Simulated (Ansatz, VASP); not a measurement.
# Ga2O3 (Ga2O3 (C2/m)): VASP beside Ansatz, part 2 of 2

Aim: how closely do two programs agree when they are given the same cell, functional and k mesh? The cell is taken from a series of runs on this material, whose earlier steps may have relaxed, scaled, displaced or heated it; both programs get it as it stands.

VASP 6.6.1 and Ansatz 0.2.0.

So far. Step 2 (VASP: single point, r2SCAN): The run ends at a pressure of 1.72 GPa, with forces up to 0.088 eV/Å.

### Step 3. Ansatz: single point, r2SCAN

Level of this step: Ansatz beside VASP: Kohn-Sham DFT, plane waves, r2SCAN (Ansatz).

Ansatz runs on its PAW soft_1 files.

The same cell, functional and mesh now go to Ansatz.

Contents of input.yaml:

```yaml
crystal:
  lattice:
    - [12.25319083, 0.0, -0.00523009]
    - [0.0, 3.03896096, 0.0]
    - [-1.38346229, 0.0, 5.64095242]
  atoms:
    - { symbol: Ga, position: [0.3413483938646, 4.305036794492e-20, 0.6854764197388] }
    - { symbol: Ga, position: [0.8413483938646, 0.5, 0.6854764197388] }
    - { symbol: Ga, position: [0.1586516061354, 0.5, 0.3145235802612] }
    - { symbol: Ga, position: [0.6586516061354, -4.305036794492e-20, 0.3145235802612] }
    - { symbol: Ga, position: [0.4094695640161, 0.5, 0.2051587135558] }
    - { symbol: Ga, position: [0.9094695640161, 2.119364504607e-20, 0.2051587135558] }
    - { symbol: Ga, position: [0.09053043598395, -2.119364504607e-20, 0.7948412864442] }
    - { symbol: Ga, position: [0.5905304359839, 0.5, 0.7948412864442] }
    - { symbol: O, position: [0.003771625931631, 0.5, 0.7437745186362] }
    - { symbol: O, position: [0.5037716259316, 1.824131877744e-20, 0.7437745186362] }
    - { symbol: O, position: [0.4962283740684, -1.824131877744e-20, 0.2562254813638] }
    - { symbol: O, position: [0.9962283740684, 0.5, 0.2562254813638] }
    - { symbol: O, position: [0.3265714726999, 0.5, 0.4362558295969] }
    - { symbol: O, position: [0.8265714726999, 1.360627789091e-19, 0.4362558295969] }
    - { symbol: O, position: [0.1734285273001, -1.360627789091e-19, 0.5637441704031] }
    - { symbol: O, position: [0.6734285273001, 0.5, 0.5637441704031] }
    - { symbol: O, position: [0.1640256639497, -2.207988714477e-20, 0.1091535615969] }
    - { symbol: O, position: [0.6640256639497, 0.5, 0.1091535615969] }
    - { symbol: O, position: [0.3359743360503, 0.5, 0.8908464384031] }
    - { symbol: O, position: [0.8359743360503, 2.207988714477e-20, 0.8908464384031] }
basis:
  ecutwfc: 500.0
  ecutrho_ratio: 4
  xc_grid: 2
  fft_grid_basis: typed
  precision: f64
kpoints:
  mp_grid: { grid: [2, 6, 4], shift: [0.5, 0.5, 0.5] }
  band_path: { path: [VBM, CBM], npoints: 1 }
hamiltonian:
  xc: r2scan
  pseudopotentials:
    kind: paw
    azcp: { folder: soft_1, O: "soft_1/O.paw.azcp", Ga: "soft_1/Ga.paw.azcp" }
scf:
  max_iter: 80
  self_checks: high
  occupations: { method: fixed }
output:
  forces: true
checkpoint:
  write: "../host.semi.run"
  compress: false
  write_wavefunctions: true
  write_every: 100000
```

Command:

```sh
ansatz run input.yaml --threads 32 --pin off --max-ram 84787MiB --backend cuda --events-out ev --progress --plain --runs-dir out --max-vram 78GiB
```

Numbers of over 12 decimals in the logs are rounded to 6 here.

What it wrote:

```text
Engine: ansatz 0.2.0, aarch64-unknown-linux-gnu
Pseudopotentials: kind: paw
Pseudopotential: Ga, paw, valence charge 13, recommended cutoff 500 eV (meta_gga), soft_1/Ga.paw.azcp
Pseudopotential: O, paw, valence charge 6, recommended cutoff 500 eV (meta_gga), soft_1/O.paw.azcp
Functional definition: r2SCAN
  parameter k0 = 0.174
  parameter k1 = 0.065
  parameter a1 = 4.9479
  exchange = r2scan_x(k0 = k0, k1 = k1, a1 = a1)
  correlation = r2scan_c
device memory: the entry about to start is reckoned to put 9.6 GiB on a device that reports 167.5 GiB free (of which the cap on the GPU budget leaves the run 78.0 GiB)
GPU FFT provider: cuFFT
GPU libraries: cuBLAS 13.8.1, cuFFT 12.4.0, cuSOLVER 12.3.2
Crystal: 20 atoms, lattice volume = 210.030 Å³
Basis set: ecut = 500 eV, 5331 PW (Γ), exchange–correlation on 180×48×90 points (8 copies of the dense FFT grid, shifted against one another)
Bands: 108, of which v1, the nominal top of the filled ones, is band 88 counted from 1 (87 counted from 0)
Symmetry: 8 space group operations
Space group: C2/m (ITA 12), of the structure as read, at distance tolerance 5.9e-5 Å
k-points: 12 of 48
Non-local potential: Ga, projectors of the file, l = 0: 2, l = 1: 2, l = 2: 3, l = 3: 1
Non-local potential: O, projectors of the file, l = 0: 2, l = 1: 2, l = 2: 1
PAW form: soft (Blöchl's): semilocal exchange-correlation on the pseudo side does not see the compensation charge
PAW frozen core: Ga, regenerated for the run's functional (the file was generated under x = pbe(κ = 0.804, μ = 0.219515), c = pbe(β = 0.066725))
PAW frozen core: O, regenerated for the run's functional (the file was generated under x = pbe(κ = 0.804, μ = 0.219515), c = pbe(β = 0.066725))
PAW one-centre angular grid: Ga, 590 points (default); XC on 160 Gauss nodes
PAW one-centre angular grid: O, 302 points (default); XC on 160 Gauss nodes
Initial density: superposition of atomic densities (chi_scale 0.1, normalization cell, long waves kept (reshape's long-wave potential 0.03 eV rms))
Initial wavefunctions: pseudopotential atomic-orbital guess
GPU buffer pool allocated for 97200 grid points (all kernels)
GPU transforms: local potential and band sums: pruned to the plane-wave sphere, on 90×24×45
Functional: x = r2scan, c = r2scan; τ floored in thin density (d = 2e-4 eV/Å³)
SCF iter   1: F=—  HF=-37159.919137 eV  |Δ(HF+E_count)|=         —  Δρ=1.31e-1  dr2=1.74e1  dr2_τ=1.31e0  Hψ=3824
preconditioner: auto → Resta (q_TF=auto, 2.649 Å⁻¹)  ε∞=3.9  [insulator: Δε(μ)=4.003 eV  Ē_g=19.962 eV  n_scr=70 (ndim 8)  ℏωp=34.0 eV  f_vac=0.000  ε∞_Penn≈3.9]
SCF iter   2: F=—  HF=-37156.435350 eV  |Δ(HF+E_count)|=    3.48e0  Δρ=6.09e-2  dr2=3.62e0  dr2_τ=1.35e-1  Hψ=2613
SCF iter   3: F=—  HF=-37155.835234 eV  |Δ(HF+E_count)|=   6.00e-1  Δρ=1.66e-2  dr2=3.96e-1  dr2_τ=1.76e-2  Hψ=2043
SCF iter   4: F=—  HF=-37155.717068 eV  |Δ(HF+E_count)|=   1.18e-1  Δρ=4.74e-3  dr2=3.19e-2  dr2_τ=1.95e-3  Hψ=2070
SCF iter   5: F=—  HF=-37155.741685 eV  |Δ(HF+E_count)|=   2.46e-2  Δρ=2.45e-3  dr2=7.51e-3  dr2_τ=9.37e-4  Hψ=2171
SCF iter   6: F=—  HF=-37155.743311 eV  |Δ(HF+E_count)|=   1.63e-3  Δρ=4.06e-4  dr2=2.54e-4  dr2_τ=1.31e-5  Hψ=2100
SCF iter   7: F=—  HF=-37155.743481 eV  |Δ(HF+E_count)|=   1.70e-4  Δρ=2.28e-4  dr2=8.01e-5  dr2_τ=8.75e-6  Hψ=2189
SCF iter   8: F=—  HF=-37155.743462 eV  |Δ(HF+E_count)|=   1.93e-5  Δρ=6.15e-5  dr2=5.69e-6  dr2_τ=3.16e-7  Hψ=2311
SCF iter   9: F=—  HF=-37155.743462 eV  |Δ(HF+E_count)|=   8.77e-9  Δρ=1.25e-5  dr2=2.33e-7  dr2_τ=1.92e-8  Hψ=2188
SCF iter  10: F=-37155.743461 eV  HF=-37155.743462 eV  |Δ(HF+E_count)|=   4.37e-8  Δρ=6.82e-6  dr2=6.63e-8  dr2_τ=5.25e-9  Hψ=6733
SCF 1 converged in 10 iterations: F = -37155.743461 eV  dr2 = 6.63e-8
  greatest PAW one-centre occupation: 0.997 electrons in one spin orbital (limit 2), on the Ga atom at site 3 (counted from 0), in its partial waves of l = 2
device memory: the entry about to start is reckoned to put 11.7 GiB (of the 12.2 GiB reckoned in all, the device holds 0.5 GiB already) on a device that reports 167.0 GiB free (of which the cap on the GPU budget leaves the run 77.5 GiB)
NSCF: frozen V_eff on 12 k-points
the band table was solved once the SCF had ended and its energy, with any forces and stress, was formed, with the checks that follow a solve (5042 applications of the Hamiltonian). They found nothing against the state; the energy, forces and stress were not computed again (output.eigenvalues in the input reference)
concurrent solve slots: 27 of 32 are kept, ahead of what memory takes: no pass of the eigensolver takes more rounds on 27
device memory: the entry about to start is reckoned to put 12.4 GiB on a device that reports 167.6 GiB free (of which the cap on the GPU budget leaves the run 78.0 GiB)
NSCF: frozen V_eff on 80 k-points
concurrent solve slots: 27 of 32 are kept, ahead of what memory takes: no pass of the eigensolver takes more rounds on 27
device memory: the entry about to start is reckoned to put 12.4 GiB on a device that reports 170.5 GiB free (of which the cap on the GPU budget leaves the run 78.0 GiB)
NSCF: frozen V_eff on 80 k-points
concurrent solve slots: 27 of 32 are kept, ahead of what memory takes: no pass of the eigensolver takes more rounds on 27
device memory: the entry about to start is reckoned to put 12.4 GiB on a device that reports 170.1 GiB free (of which the cap on the GPU budget leaves the run 78.0 GiB)
NSCF: frozen V_eff on 80 k-points
concurrent solve slots: 27 of 32 are kept, ahead of what memory takes: no pass of the eigensolver takes more rounds on 27
device memory: the entry about to start is reckoned to put 12.4 GiB on a device that reports 167.5 GiB free (of which the cap on the GPU budget leaves the run 78.0 GiB)
NSCF: frozen V_eff on 80 k-points
concurrent solve slots: 27 of 32 are kept, ahead of what memory takes: no pass of the eigensolver takes more rounds on 27
device memory: the entry about to start is reckoned to put 12.4 GiB on a device that reports 167.5 GiB free (of which the cap on the GPU budget leaves the run 78.0 GiB)
NSCF: frozen V_eff on 80 k-points
device memory: the entry about to start is reckoned to put 15.0 GiB on a device that reports 170.5 GiB free (of which the cap on the GPU budget leaves the run 78.0 GiB)
NSCF: frozen V_eff on 64 k-points, pencils in batches of 32, up to order 476
device memory: the entry about to start is reckoned to put 7.2 GiB on a device that reports 170.4 GiB free (of which the cap on the GPU budget leaves the run 78.0 GiB)
NSCF: frozen V_eff on 10 k-points
device memory: the entry about to start is reckoned to put 11.7 GiB on a device that reports 170.2 GiB free (of which the cap on the GPU budget leaves the run 78.0 GiB)
NSCF: frozen V_eff on 25 k-points
device memory: the entry about to start is reckoned to put 9.6 GiB on a device that reports 170.1 GiB free (of which the cap on the GPU budget leaves the run 78.0 GiB)
NSCF: frozen V_eff on 18 k-points
device memory: the entry about to start is reckoned to put 7.2 GiB on a device that reports 170.1 GiB free (of which the cap on the GPU budget leaves the run 78.0 GiB)
NSCF: frozen V_eff on 10 k-points
device memory: the entry about to start is reckoned to put 9.6 GiB on a device that reports 170.1 GiB free (of which the cap on the GPU budget leaves the run 78.0 GiB)
NSCF: frozen V_eff on 18 k-points
device memory: the entry about to start is reckoned to put 2.5 GiB on a device that reports 170.1 GiB free (of which the cap on the GPU budget leaves the run 78.0 GiB)
NSCF: frozen V_eff on 3 k-points
device memory: the entry about to start is reckoned to put 1.7 GiB on a device that reports 167.8 GiB free (of which the cap on the GPU budget leaves the run 78.0 GiB)
NSCF: frozen V_eff on 2 k-points
SCF converged after 10 iterations
Free energy (F): -37155.743461 eV
Harris-Foulkes:  -37155.743462 eV  (|F-HF|=1.25e-7)
Internal energy: -37155.743461 eV  (E = F + TS)
E sigma→0 (E₀):  -37155.743461 eV
Fermi energy:    7.633414 eV
--- Per-component energies (eV) ---
  E_band       = -321.909073
  E_kinetic    = 2935.714008
  E_local      = -14027.963997  (includes V_loc(G=0)·N_el)
  E_nonlocal   = -52.340624
  E_hartree    = 8228.669649
  E_xc         = -1302.219107
  E_vxc        = -1672.876549  (∫ρ·V_xc dr)
  E_paw        = -18113.673359  (= ΣΔE_a)
  E_vpaw       = -4061.942163  (= ΣTr[D̂ρ^β])
  E_aug_tail   = 0.003503  (compensation charges beyond the density's cutoff)
  E_vtau       = 100.165212  (kinetic-family band-sum trace: ∫τ·v_τ [+ j·A + Jᵃ·Aᵃ] dr)
  E_ewald      = -14818.325719
  E_core_change = -5.607816  (= ΣΔE_core)
  E_smearing   = -0.000000  (= −TS)
  E_closure    = 0.000000  (closes the sum)
  Σ components = -37155.743461   (vs F -37155.743461, Δ=0.00e0)
--- Forces (eV/Å), atoms counted from 1 ---
  atom   1  Ga    -0.00472058     0.00000000     0.00004399
  atom   2  Ga    -0.00472058     0.00000000     0.00004399
  atom   3  Ga     0.00472058    -0.00000000    -0.00004399
  atom   4  Ga     0.00472058    -0.00000000    -0.00004399
  atom   5  Ga     0.00187104    -0.00000000     0.00289663
  atom   6  Ga     0.00187104    -0.00000000     0.00289663
  [... 14 more lines of this table ...]
  max |Σ_I F_I| component: 1.73e-18 eV/Å
--- Band table (eV; the first three rows and the last of 12) ---
  k-point 0: bands = ["-12.0438", "-11.8977", "-11.4175", "-11.1782", "-11.0248", "-11.0023", "-10.7344", "-10.6509", "-10.5147", "-10.4521", "-10.3882", "-10.3647", "-5.5623", "-5.5442", "-5.5032", "
  k-point 1: bands = ["-11.8610", "-11.8112", "-11.3735", "-11.2591", "-11.1458", "-11.0574", "-10.7870", "-10.6944", "-10.5787", "-10.5152", "-10.3644", "-10.3135", "-5.5468", "-5.5123", "-5.5056", "
  k-point 2: bands = ["-11.9147", "-11.7142", "-11.4401", "-11.2750", "-11.1502", "-11.0121", "-10.7662", "-10.6993", "-10.5742", "-10.5448", "-10.3544", "-10.3159", "-5.5351", "-5.5225", "-5.5022", "
  k-point 11: bands = ["-11.2126", "-11.0948", "-10.9808", "-10.8367", "-10.7983", "-10.7623", "-10.7085", "-10.6803", "-10.4226", "-10.4174", "-10.3993", "-10.3933", "-5.4248", "-5.4171", "-5.4044",
```

In the SCF lines HF is the Harris–Foulkes energy and dr2 the Hartree energy of the density residual, in eV; the loop may stop once dr2 is under the threshold and the program's other checks hold. Hψ counts applications of the Hamiltonian.

### Step 4. Comparison

Known differences besides the potentials themselves: VASP keeps PBE cores, Ansatz makes them for the functional; fixed occupations in Ansatz, narrow Gaussian smearing in VASP; the cutoff is 500 eV in Ansatz and 580 eV in VASP. Total energies have different zeros and are not compared.

The two programs side by side:

| quantity | Ansatz | VASP | difference |
| --- | --- | --- | --- |
| gap on the k mesh (eV) | 3.771 | 3.745 | +0.026 |

Forces on 7 of the 20 atoms, those with the largest forces and the largest differences (eV/Å; atoms numbered as in POSCAR):

```
atom         Ansatz x, y, z           VASP x, y, z
  O9   0.001, 0.000, -0.007  -0.081, 0.000, -0.036
 O10   0.001, 0.000, -0.007  -0.081, 0.000, -0.036
 O11   -0.001, 0.000, 0.007    0.081, 0.000, 0.036
 O12   -0.001, 0.000, 0.007    0.081, 0.000, 0.036
 O18    0.009, 0.000, 0.007    0.072, 0.000, 0.049
 O19  -0.009, 0.000, -0.007  -0.072, 0.000, -0.049
 O20  -0.009, 0.000, -0.007  -0.072, 0.000, -0.049
```

The forces differ by 38 meV/Å r.m.s., where the r.m.s. force is 0.005 eV/Å in Ansatz and 0.040 eV/Å in VASP: the atoms lie near their places of rest in Ansatz, so a percentage would say little (all taken over all components). A gap on the mesh is an upper bound, since the band edges may lie between its points.

### Step 5. Summary of results

```yaml
r_m_s_force_difference_single_point_r2scan: 38 meV/Å
```

The r.m.s. force difference is 38 meV/Å (single point, r2SCAN), beyond the 12 meV/Å picked in this series as the mark of a large difference. What causes the difference of the single point, r2SCAN pair stays open here. Such differences can come from data sets, numerical settings and the points named under the comparisons, not from the functional's error against experiment.

[Lines on the potential files, build, host, timing and source positions are cut from VASP's logs without a mark.]

[Logs are printed without paths, hosts, clocks, repeated set-up lines and the standing remarks that a program may print on its own settings, such as how far it seeks lower states.]

[Hosts, paths, dates, database ids (printed as entryN), source tags and the programs' standing remarks are cut or masked in the printed files.]
